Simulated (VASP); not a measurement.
A VASP calculation is set up with these files.

INCAR:
```
SYSTEM = TiO2
PREC = Accurate
ENCUT = 520
EDIFF = 1E-7
NELM = 100
ALGO = Normal
LREAL = .FALSE.
LASPH = .TRUE.
ISMEAR = 0
SIGMA = 0.05
GGA = PE
IVDW = 11
LMAXMIX = 4
LWAVE = .FALSE.
LCHARG = .FALSE.
ISIF = 4
IBRION = 2
NSW = 30
EDIFFG = -0.01
```

**KPOINTS**
```
Automatic mesh
0
Gamma
8 8 8
0 0 0
```

File POSCAR:
```
TiO2
1
   -1.8617281114     1.8617281114     4.6860859459
    1.8617281114    -1.8617281114     4.6860859459
    1.8617281114     1.8617281114    -4.6860859459
Ti O
2 4
Direct
  0.7500000000   0.2500000000   0.5000000000
  0.0000000000   0.0000000000   0.0000000000
  0.5416770739   0.0416770739   0.5000000000
  0.7916770739   0.7916770739   0.0000000000
  0.2083229261   0.2083229261   0.0000000000
  0.9583229261   0.4583229261   0.5000000000
```

POTCAR, in this order: Ti_sv O (PBE.64 set). Program: vasp_std.

**Question.** Write an equivalent input for Quantum ESPRESSO's pw.x.

**Answer.** One equivalent input (not run):
```
&CONTROL
  calculation = 'vc-relax'
  pseudo_dir = './pseudo'
  outdir = './out'
  tprnfor = .true.
  tstress = .true.
  nstep = 30
  forc_conv_thr = 0.00039
/
&SYSTEM
  ibrav = 0
  nat = 6
  ntyp = 2
  ecutwfc = 84
  occupations = 'smearing'
  smearing = 'gaussian'
  degauss = 0.003675
  input_dft = 'pbe'
  vdw_corr = 'grimme-d3'
  dftd3_version = 3
  dftd3_threebody = .false.
/
&ELECTRONS
  conv_thr = 7.3e-09
  electron_maxstep = 100
/
&IONS
/
&CELL
  cell_dofree = 'shape'
/
ATOMIC_SPECIES
  Ti 47.867 Ti.upf
  O 15.999 O.upf
CELL_PARAMETERS angstrom
    -1.8617281    1.8617281    4.6860859
     1.8617281   -1.8617281    4.6860859
     1.8617281    1.8617281   -4.6860859
ATOMIC_POSITIONS crystal
  Ti   0.7500000  0.2500000  0.5000000
  Ti   0.0000000  0.0000000  0.0000000
  O    0.5416771  0.0416771  0.5000000
  O    0.7916771  0.7916771  0.0000000
  O    0.2083229  0.2083229  0.0000000
  O    0.9583229  0.4583229  0.5000000
K_POINTS automatic
  8 8 8 0 0 0
```
Limits of the translation: the potentials are each code's own (VASP's PAW set, PseudoDojo norm-conserving files in pw.x), so ENCUT and ecutwfc are chosen apart and not converted; conv_thr bounds pw.x's estimated SCF error, while EDIFF bounds the energy change between steps; forc_conv_thr acts on force components and is met together with etot_conv_thr.

The compound is TiO2 in the anatase structure, one of several forms; rutile is the usual stable one. This cell is one point of a volume scan, at 0.94 of the reference volume. Symmetry was kept, so distortions that lower it aren't found.
